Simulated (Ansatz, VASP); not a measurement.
# NaCa2S2Cl in two plane-wave programs, part 2 of 2

Aim: how closely do two programs agree when they are given the same cell, functional and k mesh? The cell is generated by rule, not measured, and may not be a known phase. The cell is taken from a series of runs on this material, whose earlier steps may have relaxed, scaled, displaced or heated it; both programs get it as it stands.

VASP 6.6.1 and Ansatz 0.2.0.

So far: Starting point; VASP: relaxation of cell and atoms, LDA.

The structure was built from a prototype and need not be the compound's stable phase.

## 3. Ansatz: relaxation of cell and atoms, LDA

Level of this step: Ansatz beside VASP: Kohn-Sham DFT, plane waves, LDA (Ansatz).

Ansatz runs on its default PAW (the set named soft_2) files.

The same cell, functional (in two slightly different forms), mesh and smearing now go to Ansatz, which takes its cutoff from its data sets.

input.yaml

```yaml
crystal:
  lattice:
    - [2.7678266644, 2.7678266644, 0.0]
    - [-2.7678266644, 2.7678266644, 0.0]
    - [2.7678266644, 0.0, 8.3272726844]
  atoms:
    - { symbol: Ca, position: [0.3317307461, 0.6682692539, 0.3365385078] }
    - { symbol: Ca, position: [0.6682692539, 0.3317307461, 0.6634614922] }
    - { symbol: Cl, position: [0.5, 0.5, 0.0] }
    - { symbol: Na, position: [0.0, 0.0, 0.0] }
    - { symbol: S, position: [0.8343355747, 0.1656644253, 0.3313288505] }
    - { symbol: S, position: [0.1656644253, 0.8343355747, 0.6686711495] }
kpoints:
  mp_grid: { grid: [6, 6, 6] }
hamiltonian:
  xc: lda
scf:
  occupations: { method: gaussian, width: 0.02 }
output:
  forces: true
  stress: true
  eigenvalues: true
  write_density: true
  write_potential: true
  elf: true
  volumetric_format: npy
relax:
  adjacent_minimum: "off"
  f_tol: 0.005
  max_steps: 80
  cell: { stress_tol: 0.05 }
```

Run with:

```bash
$ ansatz run input.yaml --threads 4 --pin off --max-ram 14336MiB --backend cpu --events-out ev --progress --plain --runs-dir out
```

Numbers of over 12 decimals in the logs are rounded to 6 here.

Log:

```text
Engine: ansatz 0.2.0, aarch64-unknown-linux-gnu
Pseudopotentials: kind: paw
Pseudopotential: Ca, paw, valence charge 10, recommended cutoff 420 eV (normal), Ca.paw.azcp
Pseudopotential: Cl, paw, valence charge 7, recommended cutoff 420 eV (normal), Cl.paw.azcp
Pseudopotential: Na, paw, valence charge 9, recommended cutoff 420 eV (normal), Na.paw.azcp
Pseudopotential: S, paw, valence charge 6, recommended cutoff 420 eV (normal), S.paw.azcp
Functional definition: SPW92
  exchange = slater_x
  correlation = pw_c
Crystal: 6 atoms, lattice volume = 127.588 Å³
Basis set: ecut = 420 eV, 2535 PW (Γ)
Bands: 30, of which v1, the nominal top of the filled ones, is band 24 counted from 1 (23 counted from 0)
Symmetry: 16 space group operations
Space group: I4/mmm (ITA 139), of the structure as read, at distance tolerance 5.0e-5 Å
k-points: 30 of 216
Non-local potential: Ca, projectors of the file, l = 0: 3, l = 1: 2, l = 2: 2
Non-local potential: Cl, projectors of the file, l = 0: 2, l = 1: 2, l = 2: 2
Non-local potential: Na, projectors of the file, l = 0: 3, l = 1: 2, l = 2: 1
Non-local potential: S, projectors of the file, l = 0: 2, l = 1: 2, l = 2: 2
PAW form: soft (Blöchl's): semilocal exchange-correlation on the pseudo side does not see the compensation charge
PAW frozen core: Ca, regenerated for the run's functional, and the local potential with it (the file was generated under x = pbe(κ = 0.804, μ = 0.219515), c = pbe(β = 0.066725))
PAW frozen core: Cl, regenerated for the run's functional, and the local potential with it (the file was generated under x = pbe(κ = 0.804, μ = 0.219515), c = pbe(β = 0.066725))
PAW frozen core: Na, regenerated for the run's functional, and the local potential with it (the file was generated under x = pbe(κ = 0.804, μ = 0.219515), c = pbe(β = 0.066725))
PAW frozen core: S, regenerated for the run's functional, and the local potential with it (the file was generated under x = pbe(κ = 0.804, μ = 0.219515), c = pbe(β = 0.066725))
PAW one-centre angular grid: Ca, 110 points (default); XC on 64 Gauss nodes
PAW one-centre angular grid: Cl, 110 points (default); XC on 64 Gauss nodes
PAW one-centre angular grid: Na, 110 points (default); XC on 64 Gauss nodes
PAW one-centre angular grid: S, 110 points (default); XC on 64 Gauss nodes
Initial density: superposition of atomic densities (neutral atoms: chi_scale 0, normalization atom), corrected by the library's trained network
Initial wavefunctions: pseudopotential atomic-orbital guess
Functional: x = slater, c = lda
SCF iter   1: F=—  HF=-7807.559467 eV  |F-HF|=—  |Δ(HF+E_count)|=         —  Δρ=6.82e-3  dr2=5.39e-2  ethr=1.77e-3  ⟨swp⟩=9.9  Hψ=5386  notcnv=0
preconditioner: auto → Resta (q_TF=auto, 2.318 Å⁻¹)  ε∞=3.9  [insulator: Δε(μ)=2.291 eV  Ē_g=9.453 eV  σ=0.020 eV  W_gap=1.00  n_scr=26 (ndim 8)  ℏωp=16.1 eV  f_vac=0.000  D(μ)=0.00/eV (n_scr^D=0)  ε∞_Penn≈3.9]
SCF iter   2: F=—  HF=-7807.542652 eV  |F-HF|=—  |Δ(HF+E_count)|=   1.68e-2  Δρ=3.29e-3  dr2=1.23e-2  ethr=1.12e-4  ⟨swp⟩=2.1  Hψ=1913  notcnv=0  defer=44
SCF iter   3: F=—  HF=-7807.539315 eV  |F-HF|=—  |Δ(HF+E_count)|=   3.34e-3  Δρ=7.47e-4  dr2=5.19e-4  ethr=2.57e-5  ⟨swp⟩=2.0  Hψ=1264  notcnv=0  defer=44
SCF iter   4: F=—  HF=-7807.539243 eV  |F-HF|=—  |Δ(HF+E_count)|=   7.21e-5  Δρ=1.54e-4  dr2=3.60e-5  ethr=1.08e-6  ⟨swp⟩=2.6  Hψ=1388  notcnv=0  defer=44
SCF iter   5: F=—  HF=-7807.539243 eV  |F-HF|=—  |Δ(HF+E_count)|=   1.86e-7  Δρ=4.40e-5  dr2=1.61e-6  ethr=7.51e-8  ⟨swp⟩=2.0  Hψ=1140  notcnv=0  defer=44
SCF iter   6: F=-7807.539245 eV  HF=-7807.539245 eV  |F-HF|=1.85e-8  |Δ(HF+E_count)|=   1.07e-6  Δρ=7.85e-6  dr2=8.56e-8  ethr=2.08e-10  ⟨swp⟩=11.7  Hψ=6128  notcnv=0
SCF 1 converged in 6 iterations: F = -7807.539245 eV  dr2 = 8.56e-8
  greatest PAW one-centre occupation: 0.999 electrons in one spin orbital (limit 2), on the Na atom at site 3 (counted from 0), in its partial waves of l = 0
relax step   1: F+E_penalty+E_count = -7807.53924455 eV  Δ(F+E_penalty+E_count) = +0.000e0 eV  max|allowed force component| = 8.345e-4 eV/Å  Δτ_max = 0.0000 Å  P = +0.001 GPa  Ω = 127.588 Å³  (6 SCF iters, dr2 threshold 1.00e-7 eV, accepted)
Initial density: handed on by an earlier stage of this run
Initial wavefunctions: pseudopotential atomic-orbital guess (no wavefunctions were taken with the density)
iter 1 solved again at ethr=9.07e-7 eV; its pass at ethr=3.10e-3 eV (dr2=4.36e-4 eV) is discarded
SCF iter   1: F=—  HF=-7807.539242 eV  |F-HF|=—  |Δ(HF+E_count)|=         —  Δρ=8.27e-6  dr2=9.31e-8  ethr=9.07e-7  ⟨swp⟩=2.7  Hψ=7367  notcnv=0
eigensolver tolerance schedule: the retry pair's looser diagonalisation over-reported the residual by 4677.38 of it (diagonalisation noise at an unbounded share of the residual, at the tolerance the schedule requests for it); recorded, not acted on — ethr = c·dr2/N_el stays at c = 1.0e-1
preconditioner: auto → Resta (q_TF=auto, 2.318 Å⁻¹)  ε∞=3.9  [insulator: Δε(μ)=2.378 eV  Ē_g=9.533 eV  σ=0.020 eV  W_gap=1.00  n_scr=26 (ndim 8)  ℏωp=16.1 eV  f_vac=0.000  D(μ)=0.00/eV (n_scr^D=0)  ε∞_Penn≈3.9]
SCF iter   2: F=—  HF=-7807.539245 eV  |F-HF|=—  |Δ(HF+E_count)|=   2.87e-6  Δρ=5.13e-6  dr2=4.01e-8  ethr=1.94e-10  ⟨swp⟩=2.9  Hψ=1769  notcnv=0
SCF iter   3: F=—  HF=-7807.539245 eV  |F-HF|=—  |Δ(HF+E_count)|=   7.53e-9  Δρ=2.36e-6  dr2=8.61e-9  ethr=8.36e-11  ⟨swp⟩=2.0  Hψ=1220  notcnv=0
SCF iter   4: F=—  HF=-7807.539245 eV  |F-HF|=—  |Δ(HF+E_count)|=   5.04e-9  Δρ=6.89e-7  dr2=6.97e-10  ethr=1.79e-11  ⟨swp⟩=2.0  Hψ=1104  notcnv=0
SCF iter   5: F=—  HF=-7807.539245 eV  |F-HF|=—  |Δ(HF+E_count)|=  4.27e-11  Δρ=2.83e-7  dr2=1.42e-10  ethr=1.45e-12  ⟨swp⟩=2.5  Hψ=1431  notcnv=0
SCF iter   6: F=-7807.539245 eV  HF=-7807.539245 eV  |F-HF|=6.37e-12  |Δ(HF+E_count)|=  4.27e-11  Δρ=6.13e-8  dr2=4.99e-12  ethr=1.00e-12  ⟨swp⟩=6.4  Hψ=3782  notcnv=0
SCF 2 converged in 6 iterations: F = -7807.539245 eV  dr2 = 4.99e-12
relax step   2: F+E_penalty+E_count = -7807.53924456 eV  Δ(F+E_penalty+E_count) = -1.489e-8 eV  max|allowed force component| = 8.757e-4 eV/Å  Δτ_max = 0.0000 Å  P = +0.001 GPa  Ω = 127.588 Å³  stress off target by 1.69e-2 GPa  SCF on the basis re-selected at this cell (its energy is not comparable with the rows above)  (6 SCF iters)
basis re-selected at this cell: Δ(F+E_penalty+E_count) = -1.489e-8 eV, ΔP = +0.000 GPa vs the last step (what re-selecting the basis moved, of the pressure what is left beyond the Pulay correction that the steps carried, after the strain that the cell walked since its last selection, with what the two solves' SCF thresholds leave and, on support functions, any second-order correction that the steps lacked; it is no m [...]
SCF converged after 6 iterations
Free energy (F): -7807.539245 eV
Harris-Foulkes:  -7807.539245 eV  (|F-HF|=6.37e-12)
Internal energy: -7807.539245 eV  (E = F + TS)
E sigma→0 (E₀):  -7807.539245 eV
Fermi energy:    6.652901 eV
--- Per-component energies (eV) ---
  E_band       = -474.713110
  E_kinetic    = 1058.629220
  E_local      = -3085.401738  (includes V_loc(G=0)·N_el)
  E_nonlocal   = 339.489795
  E_hartree    = 1043.582668
  E_xc         = -612.014764
  E_vxc        = -693.111691  (∫ρ·V_xc dr)
  E_paw        = -3640.242054  (= ΣΔE_a)
  E_vpaw       = -181.484079  (= ΣTr[D̂ρ^β])
  E_aug_tail   = 0.000075  (compensation charges beyond the density's cutoff)
  E_ewald      = -2912.786555
  E_core_change = 1.204108  (= ΣΔE_core)
  E_smearing   = -0.000000  (= −TS)
  E_closure    = 0.000000  (closes the sum)
  Σ components = -7807.539245   (vs F -7807.539245, Δ=0.00e0)
--- Forces (eV/Å), atoms counted from 1 ---
  atom   1  Ca     0.00000000     0.00000000    -0.00027488
  atom   2  Ca     0.00000000     0.00000000     0.00027488
  atom   3  Cl    -0.00000000     0.00000000     0.00000000
  atom   4  Na     0.00000000     0.00000000     0.00000000
  atom   5  S      0.00000000     0.00000000     0.00087572
  atom   6  S      0.00000000     0.00000000    -0.00087572
  max |Σ_I F_I| component: 1.36e-20 eV/Å
--- Stress (GPa, compression-positive) ---
       -0.006922      -0.000000       0.000000
       -0.000000      -0.006922       0.000000
        0.000000       0.000000       0.016922
  P = ⅓ Tr σ = 0.0010 GPa (0.010 kbar)
--- Band table (eV; the first three rows and the last of 30) ---
  k-point 0: bands = [... 20 lower, 4.9983, 5.0463, 5.4636, 5.4636, 7.9007, 8.7626, 9.1704, 10.0386, ... 2 higher]
  k-point 1: bands = [... 20 lower, 5.0063, 5.0063, 5.4471, 5.4471, 7.8848, 8.7945, 9.4043, 10.1137, ... 2 higher]
  k-point 2: bands = [... 20 lower, 5.0243, 5.0243, 5.4124, 5.4124, 7.8556, 8.8569, 9.8943, 10.2914, ... 2 higher]
  k-point 29: bands = [... 20 lower, 4.2584, 4.3711, 4.3994, 4.5495, 8.2686, 8.5716, 10.6138, 11.0916, ... 2 higher]
--- Relaxed structure (1 steps of the walk, 1 accepted, 1 SCFs on fresh bases) ---
  F+E_penalty+E_count = -7807.53924456 eV   max|allowed force component| = 8.757e-4 eV/Å   (the final SCF, on the basis selected at the relaxed cell)
  cell:  # Å, volume = 127.5882 Å³
    - [2.7678266644, 2.7678266644, 0.0]
    - [-2.7678266644, 2.7678266644, 0.0]
    - [2.7678266644, 0.0, 8.3272726844]
  atoms:
    - { symbol: Ca, position: [0.3317307461, 0.6682692539, 0.3365385078] }
    - { symbol: Ca, position: [0.668269, 0.331731, 0.663461] }
    - { symbol: Cl, position: [0.5, 0.5, 0.0] }
    - { symbol: Na, position: [0.0, 0.0, 0.0] }
    - { symbol: S, position: [0.83433557475, 0.16566442525, 0.3313288505] }
    - { symbol: S, position: [0.165664, 0.83433557475, 0.6686711495] }
```

In the SCF lines HF is the Harris–Foulkes energy and dr2 the Hartree energy of the density residual, in eV; the loop may stop once dr2 is under the threshold and the program's other checks hold. Hψ counts applications of the Hamiltonian.

## 4. Differences

Known differences besides the potentials themselves: the two LDA forms differ slightly; the data sets hold 48 valence electrons in Ansatz (on its default PAW (the set named soft_2) files) and 46 in VASP; the cutoff is 420 eV in Ansatz and 500 eV in VASP; VASP's log shows a relativistic correction to its local exchange, Ansatz's none; Ansatz adds a Pulay correction to the stress that steers its cell, VASP none. Total energies have different zeros and are not compared.

Both answers:

```tsv
quantity	Ansatz	VASP	difference
volume (Å³)	127.59	127.99	-0.32 %
edge a after relaxation, in the typed setting (Å)	3.914	3.918	-0.10 %
edge c after relaxation, in the typed setting (Å)	8.775	8.784	-0.11 %
```

## 5. Results

| Quantity | Value |
| --- | --- |
| difference in volume (relaxation of cell and atoms, LDA) | -0.32 % |

The difference in volume is -0.32 % (relaxation of cell and atoms, LDA), within the 1.2 % picked in this series as the mark of a large difference, as far as the stopping tolerances let one tell. The data sets hold unlike numbers of valence electrons (48 in Ansatz and 46 in VASP), so part of the differences comes from the potentials. 1 further run of this series is not shown here. How closely two codes agree says nothing of how well the functional describes the real material.

[Lines on the potential files, build, host, timing and source positions are cut from VASP's logs without a mark.]

[Logs are printed without paths, hosts, clocks, repeated set-up lines and the standing remarks that a program may print on its own settings, such as how far it seeks lower states.]

[Hosts, paths, dates, database ids (printed as entryN), source tags and the programs' standing remarks are cut or masked in the printed files.]
